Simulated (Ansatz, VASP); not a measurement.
# Sb (antimonene 3 layers, AA'): VASP beside Ansatz

One calculation is typed for both programs; each brings its own data sets. How far apart do they land? The structure shown is the start of the Ansatz relaxation below; VASP solves that cell, so the two are compared at the walk's first step.

Calculated with Ansatz 0.2.0; plane waves, with VASP 6.6.1 beside it; single point at PBE with D3(BJ).

### 1. Set-up

The cell holds 6 atoms: 6 Sb. Cell: a = 4.120 Å, b = 4.120 Å, c = 52.950 Å, α = 90.0°, β = 90.0°, γ = 120.0°. Vacuum lies along c.

Structure file:

```cif
data_structure
_symmetry_space_group_name_H-M 'P 1'
_symmetry_Int_Tables_number 1
_cell_length_a 4.1200
_cell_length_b 4.1200
_cell_length_c 52.9500
_cell_angle_alpha 90.000
_cell_angle_beta 90.000
_cell_angle_gamma 120.000
_cell_volume 778.38
loop_
_atom_site_label
_atom_site_type_symbol
_atom_site_fract_x
_atom_site_fract_y
_atom_site_fract_z
_atom_site_occupancy
Sb1 Sb 0.66667 0.33333 0.39660 1
Sb2 Sb 0.33333 0.66667 0.42776 1
Sb3 Sb 0.33333 0.66667 0.48442 1
Sb4 Sb 0.66667 0.33333 0.51558 1
Sb5 Sb 0.66667 0.33333 0.57224 1
Sb6 Sb 0.33333 0.66667 0.60340 1
```

### 2. Ansatz: relaxation, PBE with D3(BJ)

Ansatz runs on its default PAW (the set named soft_2) files.

The two programs are compared at the cell with which this relaxation starts, whose forces are those of its first step.

Contents of input.yaml:

```yaml
crystal:
  lattice:
    - [4.12, 0.0, 0.0]
    - [-2.06, 3.5680246636, 0.0]
    - [0.0, 0.0, 52.9500000009]
  atoms:
    - { symbol: Sb, position: [0.6666666667, 0.3333333333, 0.3966005666] }
    - { symbol: Sb, position: [0.3333333333, 0.6666666667, 0.4277620397] }
    - { symbol: Sb, position: [0.3333333333, 0.6666666667, 0.4844192635] }
    - { symbol: Sb, position: [0.6666666667, 0.3333333333, 0.5155807365] }
    - { symbol: Sb, position: [0.6666666667, 0.3333333333, 0.5722379603] }
    - { symbol: Sb, position: [0.3333333333, 0.6666666667, 0.6033994334] }
  periodic: [true, true, false]
kpoints:
  mp_grid: { grid: [12, 12, 1] }
hamiltonian:
  xc: pbe
  dispersion: d3bj
scf:
  occupations: { method: fermi_dirac, width: 0.05 }
  convergence: { dr2_threshold: 1.0e-09 }
relax:
  f_tol: 0.004
  max_steps: 90
  cell: {}
output:
  write_potential: true
  write_density: true
  volumetric_format: npy
```

On the command line:

```sh
> ansatz run input.yaml --threads 4 --pin off --max-ram 8192MiB --backend cpu --events-out ev --progress --plain --runs-dir out
```

Numbers of over 12 decimals in the logs are rounded to 6 here.

The log of the run:

```text
Warning: relax.cell: scf.convergence.dr2_threshold = 1e-9 eV is looser than the 1.36704621223e-10 eV advised for a relaxation that steers and ends on the stress (1e-10 eV for each atom of the cell: 6, times the square of relax.cell.stress_2d_tol = 0.05 N/m over 20.9 Å (the atoms' height at the walk's start and 5 Å past either face), 2.387e-2 GPa, over a crystal's default 0.05). What an SCF threshold leaves in a stress goes as its square root, and in the free energy as the threshold itself, and one threshold admits the most on a small cell: [figures from the program's tests cut] Set scf.convergence.dr2_threshold to 1.36704621223e-10 eV or tighter. [rest of the remark cut]
Engine: ansatz 0.2.0, aarch64-unknown-linux-gnu
Pseudopotentials: kind: paw
Pseudopotential: Sb, paw, valence charge 15, recommended cutoff 420 eV (normal), Sb.paw.azcp
Functional definition: PBE
  parameter kappa = 0.804
  parameter beta = 0.066725
  exchange = pbe_x(kappa = kappa, mu = beta*pi^2/3)
  correlation = pbe_c(beta = beta)
Crystal: 6 atoms, lattice volume = 778.379 Å³
Basis set: ecut = 420 eV, 15057 PW (Γ), exchange–correlation on 60×60×720 points (8 copies of the dense FFT grid, shifted against one another)
Bands: 54, of which v1, the nominal top of the filled ones, is band 45 counted from 1 (44 counted from 0)
Symmetry: 12 space group operations
Space group: P-3m1 (ITA 164), of the structure as read, at distance tolerance 9.2e-5 Å
k-points: 19 of 144
Non-local potential: Sb, projectors of the file, l = 0: 2, l = 1: 2, l = 2: 2, l = 3: 2
PAW form: soft (Blöchl's): semilocal exchange-correlation on the pseudo side does not see the compensation charge
PAW one-centre angular grid: Sb, 590 points (default); XC on 64 Gauss nodes
Initial density: superposition of atomic densities (neutral atoms: chi_scale 0, normalization atom), corrected by the library's trained network
Initial wavefunctions: pseudopotential atomic-orbital guess
Functional: x = pbe(κ = 0.804, μ = 0.219515), c = pbe(β = 0.066725)
SCF iter   1: F=—  HF=-38907.742320 eV  |F-HF|=—  |Δ(HF+E_count)|=         —  Δρ=1.50e-3  dr2=2.93e-1  ethr=1.77e-3  ⟨swp⟩=16.7  Hψ=6596  notcnv=0  defer=10
preconditioner: auto → LDOS  [metal: Δε(μ)=0.113 eV  Ē_g=7.476 eV  σ=0.050 eV  W_gap=0.45  n_scr=110 (ndim 8)  ℏωp=7.3 eV  f_vac=0.717  D(μ)=2.62/eV (n_scr^D=12)  β→1.0]
SCF iter   2: F=—  HF=-38907.720381 eV  |F-HF|=—  |Δ(HF+E_count)|=   2.19e-2  Δρ=8.01e-4  dr2=1.07e-2  ethr=3.26e-4  ⟨swp⟩=3.9  Hψ=1593  notcnv=0  defer=29
SCF iter   3: F=—  HF=-38907.718213 eV  |F-HF|=—  |Δ(HF+E_count)|=   2.17e-3  Δρ=4.28e-4  dr2=6.97e-3  ethr=1.19e-5  ⟨swp⟩=3.0  Hψ=2230  notcnv=0  defer=29
SCF iter   4: F=—  HF=-38907.717570 eV  |F-HF|=—  |Δ(HF+E_count)|=   6.43e-4  Δρ=8.48e-5  dr2=7.72e-4  ethr=7.74e-6  ⟨swp⟩=2.9  Hψ=1999  notcnv=0  defer=29
SCF iter   5: F=—  HF=-38907.717547 eV  |F-HF|=—  |Δ(HF+E_count)|=   2.31e-5  Δρ=3.76e-5  dr2=3.69e-5  ethr=8.58e-7  ⟨swp⟩=1.9  Hψ=1209  notcnv=0  defer=29
SCF iter   6: F=—  HF=-38907.717539 eV  |F-HF|=—  |Δ(HF+E_count)|=   8.60e-6  Δρ=1.15e-5  dr2=3.26e-6  ethr=4.10e-8  ⟨swp⟩=3.2  Hψ=2102  notcnv=0  defer=29
SCF iter   7: F=—  HF=-38907.717569 eV  |F-HF|=—  |Δ(HF+E_count)|=   3.08e-5  Δρ=3.81e-6  dr2=1.53e-7  ethr=3.62e-9  ⟨swp⟩=2.8  Hψ=1999  notcnv=0  defer=29
SCF iter   8: F=—  HF=-38907.717570 eV  |F-HF|=—  |Δ(HF+E_count)|=   7.46e-8  Δρ=9.90e-7  dr2=9.72e-9  ethr=1.70e-10  ⟨swp⟩=3.0  Hψ=2150  notcnv=0  defer=29
SCF iter   9: F=—  HF=-38907.717570 eV  |F-HF|=—  |Δ(HF+E_count)|=   5.26e-8  Δρ=2.88e-7  dr2=1.20e-9  ethr=1.11e-12  ⟨swp⟩=12.6  Hψ=7785  notcnv=0
SCF iter  10: F=-38907.717570 eV  HF=-38907.717570 eV  |F-HF|=5.38e-10  |Δ(HF+E_count)|=   5.56e-9  Δρ=9.03e-8  dr2=7.75e-11  ethr=1.11e-12  ⟨swp⟩=9.8  Hψ=6261  notcnv=0
SCF 1 converged in 10 iterations: F = -38907.717570 eV  dr2 = 7.75e-11
  greatest PAW one-centre occupation: 0.996 electrons in one spin orbital (limit 2), on the Sb atom at site 3 (counted from 0), in its partial waves of l = 2
relax step   1: F+E_penalty+E_count = -38907.71756961 eV  Δ(F+E_penalty+E_count) = +0.000e0 eV  max|allowed force component| = 6.975e-1 eV/Å  Δτ_max = 0.0000 Å  P = -0.344 N/m  Ω = 778.379 Å³  fix = [c, alpha, beta]  reactions: c +0.000 N/m  (10 SCF iters, accepted)
Crystal: 6 atoms, lattice volume = 780.006 Å³
Initial density: handed on by an earlier stage of this run
Initial wavefunctions: those handed on with the density
[...]
eigensolver tolerance schedule: the retry pair's looser diagonalisation over-reported the residual by 2871.53 of it (diagonalisation noise at 0.83 of the residual, at the tolerance the schedule requests for it); recorded, not acted on — ethr = c·dr2/N_el stays at c = 1.0e-1
preconditioner: auto → Resta (q_TF=auto, 1.913 Å⁻¹)  ε∞=2.0  [insulator: Δε(μ)=0.697 eV  Ē_g=7.325 eV  σ=0.050 eV  W_gap=1.00  n_scr=98 (ndim 8)  ℏωp=7.4 eV  f_vac=0.678  D(μ)=0.01/eV (n_scr^D=0)  ε∞_Penn≈2.0  vacuum switching on, ρ_ref=3.9e-3 e/Å³]
SCF iter   2: F=—  HF=-38908.201977 eV  |F-HF|=—  |Δ(HF+E_count)|=   2.46e-5  Δρ=6.79e-6  dr2=5.68e-8  ethr=1.71e-10  ⟨swp⟩=4.9  Hψ=3173  notcnv=0
SCF iter   3: F=—  HF=-38908.201977 eV  |F-HF|=—  |Δ(HF+E_count)|=   1.39e-7  Δρ=1.82e-6  dr2=5.43e-8  ethr=6.31e-11  ⟨swp⟩=2.9  Hψ=2006  notcnv=0
SCF iter   4: F=—  HF=-38908.201977 eV  |F-HF|=—  |Δ(HF+E_count)|=   1.03e-8  Δρ=8.81e-7  dr2=4.59e-8  ethr=6.03e-11  ⟨swp⟩=2.5  Hψ=1319  notcnv=0
SCF iter   5: F=—  HF=-38908.201977 eV  |F-HF|=—  |Δ(HF+E_count)|=   4.17e-9  Δρ=4.13e-7  dr2=2.96e-9  ethr=5.10e-11  ⟨swp⟩=2.1  Hψ=1342  notcnv=0
SCF iter   6: F=-38908.201977 eV  HF=-38908.201977 eV  |F-HF|=3.64e-11  |Δ(HF+E_count)|=  3.86e-10  Δρ=9.78e-8  dr2=5.27e-10  ethr=1.11e-12  ⟨swp⟩=11.8  Hψ=8250  notcnv=0
SCF 11 converged in 6 iterations: F = -38908.201977 eV  dr2 = 5.27e-10
relax step  11: F+E_penalty+E_count = -38908.20197745 eV  Δ(F+E_penalty+E_count) = +1.020e-3 eV  max|allowed force component| = 3.650e-4 eV/Å  Δτ_max = 0.0000 Å  P = +0.003 N/m  Ω = 758.093 Å³  fix = [c, alpha, beta]  reactions: c +0.000 N/m  stress off target by 3.49e-3 N/m on what of the cell is left free  SCF on the basis re-selected at this cell (its energy is not comparable with the rows above)  (6 SCF iters)
basis re-selected at this cell: Δ(F+E_penalty+E_count) = +1.020e-3 eV, ΔP = +0.004 N/m vs the last step (what re-selecting the basis moved, of the pressure what is left beyond the Pulay correction that the steps carried, after the strain that the cell walked since its last selection, with what the two solves' SCF thresholds leave and, on support functions, any second-order correction that the steps lacked; it is no m [...]
WARN: The output density's exchange-correlation potential varies sharply where the density is thin. Do not read a vacuum level from v_tot or v_xc, or from such a field of the output density. On a cell that repeats whose density bears no net charge and no dipole along the vacuum's axis use v_es (v_loc + v_h of the components); under efield.dipole_correction with no amplitude use v_es + v_field, which holds any externa [...]
SCF converged after 6 iterations
Free energy (F): -38908.201977 eV
Harris-Foulkes:  -38908.201977 eV  (|F-HF|=3.64e-11)
Internal energy: -38908.201859 eV  (E = F + TS)
E sigma→0 (E₀):  -38908.201918 eV
Entropy (-TS):   -0.000119 eV (-0.020 meV/atom)
Fermi energy:    -4.244010 eV
--- Per-component energies (eV) ---
  E_band       = -2274.716432
  E_kinetic    = 1239.756514
  E_local      = -410237.764539  (includes V_loc(G=0)·N_el)
  E_nonlocal   = 2172.786251
  E_hartree    = 204045.032202
  E_xc         = -828.372639
  E_vxc        = -573.992624  (∫ρ·V_xc dr)
  E_paw        = -27451.442313  (= ΣΔE_a)
  E_vpaw       = -2965.576395  (= ΣTr[D̂ρ^β])
  E_aug_tail   = -0.000009  (compensation charges beyond the density's cutoff)
  E_ewald      = 192153.610591
  E_disp       = -1.807917  (pairwise vdW)
  E_smearing   = -0.000119  (= −TS)
  E_closure    = -0.000000  (closes the sum)
  Σ components = -38908.201977   (vs F -38908.201977, Δ=0.00e0)
--- Forces (eV/Å), atoms counted from 1 ---
  atom   1  Sb     0.00000000     0.00000000    -0.00028178
  atom   2  Sb     0.00000000    -0.00000000    -0.00006380
  atom   3  Sb    -0.00000000    -0.00000000     0.00036502
  atom   4  Sb    -0.00000000     0.00000000    -0.00036502
  atom   5  Sb     0.00000000     0.00000000     0.00006380
  atom   6  Sb    -0.00000000    -0.00000000     0.00028178
  max |Σ_I F_I| component: 1.85e-17 eV/Å
--- 2D stress c σ (N/m, compression-positive) ---
        0.003490      -0.000000      -0.000000
       -0.000000       0.003490       0.000000
       -0.000000       0.000000       0.000000
  P = ½ c Tr σ = 0.0035 N/m
--- Band table (eV; the first three rows and the last of 19) ---
  k-point 0: bands = [... 41 lower, -4.7113, -4.7062, -4.6786, -4.6786, -3.2257, -2.8730, -2.6536, -2.0224, ... 5 higher]
  k-point 1: bands = [... 41 lower, -4.9329, -4.8901, -4.8576, -4.6397, -2.7260, -2.4858, -2.3226, -2.1319, ... 5 higher]
  k-point 2: bands = [... 41 lower, -5.3276, -5.2850, -5.2525, -4.6444, -3.1402, -2.9473, -2.7486, -1.5837, ... 5 higher]
  k-point 18: bands = [... 41 lower, -6.6841, -6.6841, -6.3289, -6.3289, -3.7553, -3.4358, -3.1104, -1.8547, ... 5 higher]
  the weakly bound empty levels are not read free of the cell's end (no_gap_told)
--- Relaxed structure (10 steps of the walk, 9 accepted, 1 SCFs on fresh bases) ---
  F+E_penalty+E_count = -38908.20197745 eV   max|allowed force component| = 3.650e-4 eV/Å   (the final SCF, on the basis selected at the relaxed cell)
  cell:  # Å, volume = 758.0929 Å³
    - [4.065958, 0.0, 0]
    - [-2.032979, 3.521223, 0]
    - [0, 0, 52.9500000009]
  atoms:
    - { symbol: Sb, position: [0.666667, 0.333333, 0.377150] }
    - { symbol: Sb, position: [0.333333, 0.666667, 0.408359] }
    - { symbol: Sb, position: [0.333333, 0.666667, 0.484386] }
    - { symbol: Sb, position: [0.666667, 0.333333, 0.515614] }
    - { symbol: Sb, position: [0.666667, 0.333333, 0.591641] }
    - { symbol: Sb, position: [0.333333, 0.666667, 0.622850] }
```

In the SCF lines HF is the Harris–Foulkes energy and dr2 the Hartree energy of the density residual, in eV; the loop may stop once dr2 is under the threshold and the program's other checks hold. Hψ counts applications of the Hamiltonian.

(Continued in part 2 of 2.)

[Lines on the potential files, build, host, timing and source positions are cut from VASP's logs without a mark.]

[Logs are printed without paths, hosts, clocks, repeated set-up lines and the standing remarks that a program may print on its own settings, such as how far it seeks lower states.]

[Hosts, paths, dates, database ids (printed as entryN), source tags and the programs' standing remarks are cut or masked in the printed files.]
